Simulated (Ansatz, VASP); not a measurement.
**Cross-check of SnO2 (Cassiterite) between VASP and Ansatz**

Aim: how closely do two programs agree when they are given the same cell, functional and k mesh? The structure shown is the start of the Ansatz relaxation below; VASP solves that cell, so the two are compared at the walk's first step.

Method: plane waves, with VASP 6.6.1 beside it; single point at LDA, in Ansatz 0.2.0.

**1. The starting structure**

The structure is tetragonal, space group P4_2/mnm (No. 136). Conventional cell: a = 4.673 Å, b = 4.673 Å, c = 3.157 Å, α = 90.00°, β = 90.00°, γ = 90.00°. Sn has 6 O at 2.02 to 2.03 Å nearest. Nearest to O lie 3 Sn at 2.02 to 2.03 Å. Farther neighbours and most contacts between anions are not listed.

Coordinates:

```cif
data_structure
_symmetry_space_group_name_H-M 'P 1'
_symmetry_Int_Tables_number 1
_cell_length_a 4.6725
_cell_length_b 4.6725
_cell_length_c 3.1566
_cell_angle_alpha 90.000
_cell_angle_beta 90.000
_cell_angle_gamma 90.000
_cell_volume 68.91
loop_
_atom_site_label
_atom_site_type_symbol
_atom_site_fract_x
_atom_site_fract_y
_atom_site_fract_z
_atom_site_occupancy
Sn1 Sn 0.00000 0.00000 0.00000 1
Sn2 Sn 0.50000 0.50000 0.50000 1
O3 O 0.30607 0.30607 0.00000 1
O4 O 0.19393 0.80607 0.50000 1
O5 O 0.69393 0.69393 0.00000 1
O6 O 0.80607 0.19393 0.50000 1
```

**2. Ansatz: relaxation, LDA**

Ansatz runs on its PAW soft_1 files.

The two programs are compared at the cell with which this relaxation starts, whose forces are those of its first step.

The input, input.yaml:

```yaml
crystal:
  lattice:
    - [4.6725055536, 0.0, 0.0]
    - [0.0, 4.6725055536, 0.0]
    - [0.0, 0.0, 3.1565543889]
  atoms:
    - { symbol: Sn, position: [0.0, 0.0, 0.0] }
    - { symbol: Sn, position: [0.5, 0.5, 0.5] }
    - { symbol: O, position: [0.3060749531, 0.3060749531, 0.0] }
    - { symbol: O, position: [0.1939250469, 0.8060749531, 0.5] }
    - { symbol: O, position: [0.6939250469, 0.6939250469, 0.0] }
    - { symbol: O, position: [0.8060749531, 0.1939250469, 0.5] }
kpoints:
  mp_grid: { grid: [6, 6, 8] }
hamiltonian:
  xc: lda
  pseudopotentials: { kind: paw, azcp: { folder: soft_1 }, xc_functional: pbe }
scf:
  occupations: { method: fixed }
  lower_state_search: "off"
output:
  forces: true
  stress: true
  eigenvalues: true
relax:
  adjacent_minimum: "off"
  f_tol: 0.001
  max_steps: 60
  cell: { stress_tol: 0.01, fix: [volume] }
```

Launch:

```sh
ansatz run input.yaml --threads 18 --pin off --max-ram 92160MiB --backend cuda --events-out ev --progress --plain --runs-dir out
```

Numbers of over 12 decimals in the logs are rounded to 6 here.

The log of the run:

```text
Engine: ansatz 0.2.0, aarch64-unknown-linux-gnu
Pseudopotentials: kind: paw
Pseudopotential: Sn, paw, valence charge 14, recommended cutoff 420 eV (normal), soft_1/Sn.paw.azcp
Pseudopotential: O, paw, valence charge 6, recommended cutoff 420 eV (normal), soft_1/O.paw.azcp
Functional definition: SPW92
  exchange = slater_x
  correlation = pw_c
[...]
Crystal: 6 atoms, lattice volume = 68.915 Å³
Basis set: ecut = 420 eV, 1371 PW (Γ)
Bands: 32, of which v1, the nominal top of the filled ones, is band 26 counted from 1 (25 counted from 0)
Symmetry: 16 space group operations
Space group: P42/mnm (ITA 136), of the structure as read, at distance tolerance 4.1e-5 Å
k-points: 50 of 288
Non-local potential: Sn, projectors of the file, l = 0: 2, l = 1: 2, l = 2: 2, l = 3: 1
Non-local potential: O, projectors of the file, l = 0: 2, l = 1: 2, l = 2: 1
PAW form: soft (Blöchl's): semilocal exchange-correlation on the pseudo side does not see the compensation charge
PAW frozen core: Sn, regenerated for the run's functional, and the local potential with it (the file was generated under x = pbe(κ = 0.804, μ = 0.219515), c = pbe(β = 0.066725))
PAW frozen core: O, regenerated for the run's functional, and the local potential with it (the file was generated under x = pbe(κ = 0.804, μ = 0.219515), c = pbe(β = 0.066725))
PAW one-centre angular grid: Sn, 590 points (default); XC on 64 Gauss nodes
PAW one-centre angular grid: O, 110 points (default); XC on 64 Gauss nodes
Initial density: superposition of atomic densities (chi_scale 0.1, normalization cell, long waves kept (reshape's long-wave potential 0.00 eV rms))
Initial wavefunctions: pseudopotential atomic-orbital guess
[...]
Functional: x = slater, c = lda
SCF iter   1: F=—  HF=-13981.309505 eV  |F-HF|=—  |Δ(HF+E_count)|=         —  Δρ=7.37e-2  dr2=2.90e0  ethr=3.10e-3  ⟨swp⟩=4.0  Hψ=6182  notcnv=0  defer=194
preconditioner: auto → Resta (q_TF=auto, 2.603 Å⁻¹)  ε∞=3.5  [insulator: Δε(μ)=2.010 eV  Ē_g=20.313 eV  n_scr=18 (ndim 8)  ℏωp=32.3 eV  f_vac=0.000  ε∞_Penn≈3.5]
SCF iter   2: F=—  HF=-13980.626725 eV  |F-HF|=—  |Δ(HF+E_count)|=   6.83e-1  Δρ=3.49e-2  dr2=4.51e-1  ethr=3.10e-3  ⟨swp⟩=2.9  Hψ=3321  notcnv=0  defer=196
[...]
SCF iter   8: F=-13980.495855 eV  HF=-13980.495855 eV  |F-HF|=1.89e-10  |Δ(HF+E_count)|=   1.19e-8  Δρ=1.60e-6  dr2=1.82e-9  ethr=1.92e-10  ⟨swp⟩=12.1  Hψ=8651  notcnv=0
SCF 1 converged in 8 iterations: F = -13980.495855 eV  dr2 = 1.82e-9
  greatest PAW one-centre occupation: 0.998 electrons in one spin orbital (limit 2), on the Sn atom at site 0 (counted from 0), in its partial waves of l = 2
relax step   1: F+E_penalty+E_count = -13980.49585485 eV  Δ(F+E_penalty+E_count) = +0.000e0 eV  max|allowed force component| = 7.540e-2 eV/Å  Δτ_max = 0.0000 Å  P = +7.082 GPa  Ω = 68.915 Å³  fix = [volume]  reactions: volume +7.082 GPa  (8 SCF iters, dr2 threshold 1.00e-7 eV, accepted)
[...]
relax step   2: F+E_penalty+E_count = -13980.49781757 eV  Δ(F+E_penalty+E_count) = -1.963e-3 eV  max|allowed force component| = 5.834e-2 eV/Å  Δτ_max = 0.0002 Å  P = +6.851 GPa  Ω = 68.915 Å³  energy of the carried Pulay correction = -1.223e-16 eV  fix = [volume]  reactions: volume +6.851 GPa  (4 SCF iters, dr2 threshold 6.00e-7 eV, accepted)
[...]
relax step   3: F+E_penalty+E_count = -13980.49838846 eV  Δ(F+E_penalty+E_count) = -5.709e-4 eV  max|allowed force component| = 1.421e-2 eV/Å  Δτ_max = 0.0037 Å  P = +6.691 GPa  Ω = 68.915 Å³  energy of the carried Pulay correction = -4.077e-17 eV  fix = [volume]  reactions: volume +6.691 GPa  (4 SCF iters, dr2 threshold 3.97e-7 eV, accepted)
[...]
relax step   4: F+E_penalty+E_count = -13980.49842168 eV  Δ(F+E_penalty+E_count) = -3.322e-5 eV  max|allowed force component| = 1.570e-5 eV/Å  Δτ_max = 0.0008 Å  P = +6.705 GPa  Ω = 68.915 Å³  fix = [volume]  reactions: volume +6.705 GPa  (4 SCF iters, dr2 threshold 1.26e-8 eV, accepted)
[...]
relax step   5: F+E_penalty+E_count = -13980.49851163 eV  Δ(F+E_penalty+E_count) = -8.995e-5 eV  max|allowed force component| = 9.715e-5 eV/Å  Δτ_max = 0.0000 Å  P = +6.705 GPa  Ω = 68.915 Å³  fix = [volume]  reactions: volume +6.705 GPa  stress off target by 3.30e-4 GPa on what of the cell is left free  SCF on the basis re-selected at this cell (its energy is not comparable with the rows above)  (6 SCF iters)
basis re-selected at this cell: Δ(F+E_penalty+E_count) = -8.995e-5 eV, ΔP = -0.000 GPa vs the last step (what re-selecting the basis moved, of the pressure what is left beyond the Pulay correction that the steps carried, after the strain that the cell walked since its last selection, with what the two solves' SCF thresholds leave and, on support functions, any second-order correction that the steps lacked; it is no m [...]
SCF converged after 6 iterations
Free energy (F): -13980.498512 eV
Harris-Foulkes:  -13980.498512 eV  (|F-HF|=7.28e-12)
Internal energy: -13980.498512 eV  (E = F + TS)
E sigma→0 (E₀):  -13980.498512 eV
Fermi energy:    9.774275 eV
--- Per-component energies (eV) ---
  E_band       = -99.776838
  E_kinetic    = 1021.594335
  E_local      = -3088.068673  (includes V_loc(G=0)·N_el)
  E_nonlocal   = 519.563723
  E_hartree    = 1407.514285
  E_xc         = -531.207651
  E_vxc        = -524.730054  (∫ρ·V_xc dr)
  E_paw        = -9068.947328  (= ΣΔE_a)
  E_vpaw       = -843.168651  (= ΣTr[D̂ρ^β])
  E_aug_tail   = 0.003929  (compensation charges beyond the density's cutoff)
  E_ewald      = -4242.188601
  E_core_change = 1.237468  (= ΣΔE_core)
  E_smearing   = -0.000000  (= −TS)
  E_closure    = 0.000000  (closes the sum)
  Σ components = -13980.498512   (vs F -13980.498512, Δ=0.00e0)
--- Forces (eV/Å), atoms counted from 1 ---
  atom   1  Sn    -0.00000000     0.00000000     0.00000000
  atom   2  Sn     0.00000000    -0.00000000     0.00000000
  atom   3  O     -0.00009715    -0.00009715     0.00000000
  atom   4  O      0.00009715    -0.00009715     0.00000000
  atom   5  O      0.00009715     0.00009715     0.00000000
  atom   6  O     -0.00009715     0.00009715     0.00000000
  max |Σ_I F_I| component: 0.00e0 eV/Å
--- Stress (GPa, compression-positive) ---
        6.705483      -0.000000       0.000000
       -0.000000       6.705483       0.000000
        0.000000       0.000000       6.704988
  P = ⅓ Tr σ = 6.7053 GPa (67.053 kbar)
--- Band table (eV; the first three rows and the last of 50) ---
  k-point 0: bands = [... 22 lower, 8.5147, 8.9557, 8.9557, 9.7743, 11.2977, 15.9735, 15.9987, 15.9987, ... 2 higher]
  k-point 1: bands = [... 22 lower, 7.9086, 8.9956, 8.9956, 9.6286, 12.2273, 16.3172, 16.6680, 16.6680, ... 2 higher]
  k-point 2: bands = [... 22 lower, 7.3037, 8.8895, 8.8895, 9.2189, 13.8308, 16.8521, 18.1322, 18.1322, ... 2 higher]
  k-point 49: bands = [... 22 lower, 8.7730, 8.7730, 8.9063, 8.9063, 14.8100, 14.8100, 18.6142, 18.6142, ... 2 higher]
--- Relaxed structure (4 steps of the walk, 4 accepted, 1 SCFs on fresh bases) ---
  F+E_penalty+E_count = -13980.49851163 eV   max|allowed force component| = 9.715e-5 eV/Å   (the final SCF, on the basis selected at the relaxed cell)
  cell:  # Å, volume = 68.9149 Å³
    - [4.661669, 0, 0.0]
    - [0, 4.661669, 0.0]
    - [0.0, 0.0, 3.171247]
  atoms:
    - { symbol: Sn, position: [0, 0, 0.0] }
    - { symbol: Sn, position: [0.5, 0.5, 0.500000] }
    - { symbol: O, position: [0.305670, 0.305670, 0.0] }
    - { symbol: O, position: [0.194330, 0.805670, 0.500000] }
    - { symbol: O, position: [0.694330, 0.694330, 0.0] }
    - { symbol: O, position: [0.805670, 0.194330, 0.500000] }
```

**3. VASP: single point, LDA, start cell, pair 1**

The same cell, functional (in two slightly different forms) and mesh now go to VASP, with its own data sets.

Lines of VASP's logs that name or quote its potential files are left out, and so is its time.

The input, INCAR:

```
SYSTEM = SnO2
PREC = Accurate
ENCUT = 520
EDIFF = 1E-06
NELM = 120
ISMEAR = 0
SIGMA = 0.01
LREAL = .FALSE.
ALGO = Normal
GGA = CA
NBANDS = 32
LORBIT = 11
LWAVE = .FALSE.
LCHARG = .FALSE.
ISIF = 2
LASPH = .TRUE.
GGA_COMPAT = .FALSE.
EFERMI = MIDGAP
KPAR = 2
```

The input, POSCAR:

```
SnO2
1.0
    4.6725060000      0.0000000000      0.0000000000
    0.0000000000      4.6725060000      0.0000000000
    0.0000000000      0.0000000000      3.1565540000
Sn O
2 4
Direct
    0.0000000000      0.0000000000      0.0000000000
    0.5000000000      0.5000000000      0.5000000000
    0.3060749414      0.3060749414      0.0000000000
    0.1939250586      0.8060749414      0.5000000000
    0.6939250586      0.6939250586      0.0000000000
    0.8060749414      0.1939250586      0.5000000000
```

The input, KPOINTS:

```
Automatic mesh
0
Gamma
6 6 8
0 0 0
```

Potentials, in the order of the species: Sn_d and O (LDA family, release 64).

Launch:

```sh
mpirun -np 2 vasp_std
```

The log of the run:

```text
[banner, memory and clock lines left out]
running    2 mpi-ranks, on    1 nodes
 distrk:  each k-point on    1 cores,    2 groups
 distr:  one band on    1 cores,    1 groups

 POSCAR found type information on POSCAR SnO
 POSCAR found :  2 types and       6 ions
 LDA part: xc-table for (Slater(with rela. corr.)+CA(PZ))
 , standard interpolation
 POSCAR, INCAR and KPOINTS ok, starting setup
 FFT: planning ... GRIDC
 FFT: planning ... GRID_SOFT
 FFT: planning ... GRID
 WAVECAR not read
 entering main loop
       N       E                     dE             d eps       ncg     rms          rms(c)
DAV:   1     0.633747332741E+03    0.63375E+03   -0.26360E+04  3504   0.258E+03
DAV:   2     0.448008411629E+02   -0.58895E+03   -0.56510E+03  3632   0.673E+02
DAV:   3    -0.441262319391E+02   -0.88927E+02   -0.88157E+02  3664   0.219E+02
DAV:   4    -0.483625521370E+02   -0.42363E+01   -0.42175E+01  3856   0.525E+01
DAV:   5    -0.484959374291E+02   -0.13339E+00   -0.13334E+00  4040   0.948E+00    0.162E+01
DAV:   6    -0.422638100923E+02    0.62321E+01   -0.22084E+01  5256   0.702E+01    0.637E+00
DAV:   7    -0.423015132954E+02   -0.37703E-01   -0.20842E+00  3720   0.849E+00    0.330E+00
DAV:   8    -0.422251742334E+02    0.76339E-01   -0.26153E-01  4888   0.544E+00    0.724E-01
DAV:   9    -0.422098280234E+02    0.15346E-01   -0.60998E-02  5072   0.392E+00    0.139E-01
DAV:  10    -0.422099342081E+02   -0.10618E-03   -0.39683E-03  3984   0.505E-01    0.486E-02
DAV:  11    -0.422099531454E+02   -0.18937E-04   -0.18296E-04  4976   0.159E-01    0.202E-02
DAV:  12    -0.422099564678E+02   -0.33224E-05   -0.20454E-05  4728   0.471E-02    0.142E-02
DAV:  13    -0.422099524081E+02    0.40597E-05   -0.16419E-05  4192   0.551E-02    0.110E-03
DAV:  14    -0.422099525154E+02   -0.10734E-06   -0.13066E-06  2536   0.108E-02
   1 F= -.42209953E+02 E0= -.42209953E+02  d E =0.000000E+00
```

From OUTCAR (step 3):

```text
ion  position               nearest neighbor table
   1  0.000  0.000  0.000-   3 2.02   5 2.02   4 2.03   6 2.03   4 2.03   6 2.03   2 3.66   2 3.66
                             2 3.66   2 3.66   2 3.66   2 3.66   2 3.66   2 3.66
   2  0.500  0.500  0.500-   4 2.02   6 2.02   5 2.03   3 2.03   3 2.03   5 2.03   1 3.66   1 3.66
                             1 3.66   1 3.66   1 3.66   1 3.66   1 3.66   1 3.66
   3  0.306  0.306  0.000-   1 2.02   2 2.03   2 2.03
   4  0.194  0.806  0.500-   2 2.02   1 2.03   1 2.03
   5  0.694  0.694  0.000-   1 2.02   2 2.03   2 2.03
   6  0.806  0.194  0.500-   2 2.02   1 2.03   1 2.03

  LATTYP: Found a simple tetragonal cell.
 ALAT       =     4.6725060000
 C/A-ratio  =     0.6755591111

 Subroutine GETGRP returns: Found 16 space group operations
 (whereof  8 operations were pure point group operations)

The static configuration has the point symmetry D_2h.
 The point group associated with its full space group is D_4h.

 Found     50 irreducible k-points:

   k-points           NKPTS =     50   k-points in BZ     NKDIM =     50   number of bands    NBANDS=     32

   dimension x,y,z NGX =    36 NGY =   36 NGZ =   24
   dimension x,y,z NGXF=    72 NGYF=   72 NGZF=   48

   ENCUT  =  520.0 eV  38.22 Ry    6.18 a.u.   8.69  8.69  5.87*2*pi/ulx,y,z

   NELECT =      52.0000    total number of electrons

 k-points in reciprocal lattice and weights: Automatic mesh
   0.00000000  0.00000000  0.00000000       0.003
   0.16666667  0.00000000  0.00000000       0.014
   0.33333333  0.00000000  0.00000000       0.014
   0.50000000  0.00000000  0.00000000       0.007
   0.16666667  0.16666667  0.00000000       0.014
   0.33333333  0.16666667  0.00000000       0.028
   0.50000000  0.16666667  0.00000000       0.014
   0.33333333  0.33333333  0.00000000       0.014
   0.50000000  0.33333333  0.00000000       0.014
[...]
0.50000000  0.33333333  0.50000000       0.014
   0.50000000  0.50000000  0.50000000       0.003

 average (electrostatic) potential at core
       1 -98.6177       2 -98.6177       3 -68.5347       4 -68.5347       5 -68.5347
       6 -68.5347

 E-fermi :   7.1107

 k-point     1 :       0.0000    0.0000    0.0000
  band No.  band energies     occupation
    ...
     22       5.0679      2.00000
     23       5.0679      2.00000
     24       5.4823      2.00000
     25       5.4823      2.00000
     26       6.3198      2.00000
     27       7.9017      0.00000
     28      12.5736      0.00000
     29      12.5736      0.00000
     30      12.5747      0.00000
     31      16.5897      0.00000
    ...

 k-point     2 :       0.1667    0.0000    0.0000
  band No.  band energies     occupation
    ...
     22       4.9498      2.00000
     23       5.0733      2.00000
     24       5.0864      2.00000
     25       5.5049      2.00000
     26       6.1681      2.00000
     27       8.5669      0.00000
     28      12.3556      0.00000
     29      12.6871      0.00000
     30      12.8491      0.00000
     31      16.9230      0.00000
    ...

 k-point     3 :       0.3333    0.0000    0.0000
  band No.  band energies     occupation
    ...
     22       4.6469      2.00000
     23       5.0872      2.00000
     24       5.1048      2.00000
     25       5.5623      2.00000
     26       5.8460      2.00000
     27       9.8119      0.00000
     28      11.9128      0.00000
     29      13.0328      0.00000
     30      13.2104      0.00000
     31      17.4193      0.00000
    ...

  Total        3.3637980      3.3637980      4.4744985      0.0000000      0.0000000      0.0000000
  in kB       78.2037413     78.2037413    104.0260226      0.0000000      0.0000000      0.0000000
  external PRESSURE =      86.8111684 kB  Pullay stress =       0.0000000 kB

  energy-cutoff  :      520.00
  volume of cell :       68.91
      direct lattice vectors                 reciprocal lattice vectors
     4.672506000  0.000000000  0.000000000     0.214017917  0.000000000  0.000000000
     0.000000000  4.672506000  0.000000000     0.000000000  0.214017917  0.000000000
     0.000000000  0.000000000  3.156554000     0.000000000  0.000000000  0.316801170

 POSITION                                       TOTAL-FORCE (eV/Angst)
 -----------------------------------------------------------------------------------
      0.00000      0.00000      0.00000         0.000000      0.000000      0.000000
      2.33625      2.33625      1.57828         0.000000      0.000000      0.000000
      1.43014      1.43014      0.00000        -0.096914     -0.096914     -0.000000
      0.90612      3.76639      1.57828         0.096914     -0.096914      0.000000
      3.24237      3.24237      0.00000         0.096914      0.096914      0.000000
      3.76639      0.90612      1.57828        -0.096914      0.096914      0.000000
 -----------------------------------------------------------------------------------
    total drift:                                0.000000      0.000000      0.000000

  FREE ENERGIE OF THE ION-ELECTRON SYSTEM (eV)
  ---------------------------------------------------
  free  energy   TOTEN  =       -42.2099525154 eV

  energy  without entropy=      -42.2099525154  energy(sigma->0) =      -42.20995252

 total charge
# of ion       s       p       d       tot
------------------------------------------
    1        0.896   1.180  10.434  12.510
    2        0.896   1.180  10.434  12.510
    3        1.549   3.521   0.000   5.071
    4        1.549   3.521   0.000   5.071
    5        1.549   3.521   0.000   5.071
    6        1.549   3.521   0.000   5.071
--------------------------------------------------
tot          7.990  16.444  20.869  45.303

[... 3 further parts left out ...]
```

The run ends at a pressure of 8.68 GPa, with forces up to 0.14 eV/Å.

**4. Differences**

Known differences besides the potentials themselves: the two LDA forms differ slightly; fixed occupations in Ansatz, narrow Gaussian smearing in VASP; the cutoff is 420 eV in Ansatz and 520 eV in VASP; VASP's log shows a relativistic correction to its local exchange, Ansatz's none. Total energies have different zeros and are not compared.

Forces (eV/Å; atoms numbered as in POSCAR):

```tsv
atom	Ansatz x, y, z	VASP x, y, z
Sn1	0.000, 0.000, 0.000	0.000, 0.000, 0.000
Sn2	0.000, 0.000, 0.000	0.000, 0.000, 0.000
O3	-0.075, -0.075, 0.000	-0.097, -0.097, 0.000
O4	0.075, -0.075, 0.000	0.097, -0.097, 0.000
O5	0.075, 0.075, 0.000	0.097, 0.097, 0.000
O6	-0.075, 0.075, 0.000	-0.097, 0.097, 0.000
```

The forces differ by 14 meV/Å r.m.s., which is 22.2 % of the r.m.s. force of 0.065 eV/Å (both taken over all components).

**5. Other set-ups**

Further runs change the set-up of one program: Ansatz's method, potentials or start, or VASP's data sets, cutoff or form of LDA. The table gives that difference for each run.

```tsv
run	r.m.s. force difference (meV/Å)
as above	14
VASP with a cutoff of 600 eV (perhaps on Ansatz's relaxed cell)	11
```

**6. Ansatz: relaxation, LDA**

The two programs are compared at the cell with which this relaxation starts, whose forces are those of its first step. The cell compared in this pair holds 69.98 Å³, against 68.91 Å³ for the pair before.

The structure compared here is the start of the Ansatz relaxation; VASP solves that cell, so the two are compared at the walk's first step.

input.yaml, as its differences from that of step 2:

```diff
@@ -2,5 +2,5 @@
   lattice:
-    - [4.6725055536, 0.0, 0.0]
-    - [0.0, 4.6725055536, 0.0]
-    - [0.0, 0.0, 3.1565543889]
+    - [4.6964675396, 0.0, 0.0]
+    - [0.0, 4.6964675396, 0.0]
+    - [0.0, 0.0, 3.1727421304]
   atoms:
```

Launch:

```sh
ansatz run input.yaml --threads 18 --pin off --max-ram 92160MiB --backend cuda --events-out ev --progress --plain --runs-dir out
```

The log of the run:

```text
[...]
Crystal: 6 atoms, lattice volume = 69.981 Å³
Basis set: ecut = 420 eV, 1395 PW (Γ)
Bands: 32, of which v1, the nominal top of the filled ones, is band 26 counted from 1 (25 counted from 0)
Symmetry: 16 space group operations
[...]
k-points: 50 of 288
[...]
cell:  # Å, volume = 69.9806 Å³
    - [4.690957, 0, 0.0]
    - [0, 4.690957, 0.0]
    - [0.0, 0.0, 3.180201]
  atoms:
    - { symbol: Sn, position: [0, 0, 0.0] }
    - { symbol: Sn, position: [0.5, 0.5, 0.500000] }
    - { symbol: O, position: [0.305853, 0.305853, 0.0] }
    - { symbol: O, position: [0.194147, 0.805853, 0.500000] }
    - { symbol: O, position: [0.694147, 0.694147, 0.0] }
    - { symbol: O, position: [0.805853, 0.194147, 0.500000] }
[key lines of the parts left out:]
SCF converged after 7 iterations
Free energy (F): -13980.531197 eV
Fermi energy:    9.535573 eV
P = ⅓ Tr σ = 3.1972 GPa (31.972 kbar)
```

[end of part 1 of 2]

[Lines on the potential files, build, host, timing and source positions are cut from VASP's logs without a mark.]

[Logs are printed without paths, hosts, clocks, repeated set-up lines and the standing remarks that a program may print on its own settings, such as how far it seeks lower states.]

[Hosts, paths, dates, database ids (printed as entryN), source tags and the programs' standing remarks are cut or masked in the printed files.]

[Rows of further runs with another cutoff or data set may stand on the cell that Ansatz relaxed, not on the start cell of the pair above them.]
